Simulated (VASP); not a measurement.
Wanted: the native input for a VASP 6.6.1 run.

- Task: band structure
- Functional: PBE
- Potentials or basis: VASP PAW PBE potentials, release 64 (In_d, Sb)
- Cutoff: 520 eV
- k mesh: 6 × 6 × 6
- Occupations: gaussian, width 0.02 eV
- Spin: no spin polarisation
- Further INCAR settings: ALGO = Normal; EDIFF = 1e-07; NBANDS = 16

The structure of InSb lies in POSCAR:

```
InSb                                    
1.0
    0.0000000000      3.3185620414      3.3185620414
    3.3185620414      0.0000000000      3.3185620414
    3.3185620414      3.3185620414      0.0000000000
  In              Sb            
     1     1
Direct
     0.0000000000000000    0.0000000000000000    0.0000000000000000
     0.2500000000000000    0.2500000000000000    0.2500000000000000
```

The input as run:

INCAR

```
PREC = Accurate
ENCUT = 520
EDIFF = 1E-7
ISMEAR = 0
SIGMA = 0.02
LREAL = False
LASPH = True
NELM = 100
ALGO = Normal
ISIF = 2
LWAVE = False
LCHARG = False
GGA = PE
NBANDS = 16
```

KPOINTS

```
Automatic mesh
0
Gamma
  6 6 6
```

KPOINTS_OPT

```
path GXWKGLUWLK,UX
10
line-mode
reciprocal
 0.0000000000  0.0000000000  0.0000000000  G
 0.5000000000  0.0000000000  0.5000000000  X

 0.5000000000  0.0000000000  0.5000000000  X
 0.5000000000  0.2500000000  0.7500000000  W

 0.5000000000  0.2500000000  0.7500000000  W
 0.3750000000  0.3750000000  0.7500000000  K

 0.3750000000  0.3750000000  0.7500000000  K
 0.0000000000  0.0000000000  0.0000000000  G

 0.0000000000  0.0000000000  0.0000000000  G
 0.5000000000  0.5000000000  0.5000000000  L

 0.5000000000  0.5000000000  0.5000000000  L
 0.6250000000  0.2500000000  0.6250000000  U

 0.6250000000  0.2500000000  0.6250000000  U
 0.5000000000  0.2500000000  0.7500000000  W

 0.5000000000  0.2500000000  0.7500000000  W
 0.5000000000  0.5000000000  0.5000000000  L

 0.5000000000  0.5000000000  0.5000000000  L
 0.3750000000  0.3750000000  0.7500000000  K

 0.6250000000  0.2500000000  0.6250000000  U
 0.5000000000  0.0000000000  0.5000000000  X
```

Potentials or basis: VASP PAW PBE potentials, release 64 (In_d, Sb).

Command:

```sh
$ cat potpaw_PBE.64/In_d/POTCAR potpaw_PBE.64/Sb/POTCAR > POTCAR
$ mpirun -np 1 vasp_std > vasp.out
```

It gave:

```yaml
Pressure: 0.0 GPa
Band_gap_along_the_path: none (metal or under the smearing width)
```

Caveat: spin-orbit coupling is left out, which moves the levels of the heavy elements; this crystal is a semiconductor, whose small gap the functional closes, so the metal is an error of the method.

Run time: 74 s on 1 thread of Intel(R) Xeon(R) Platinum 8259CL CPU @ 2.50GHz (Skylake/Cascade Lake), with other jobs on the host, peak memory 0.22 GiB.
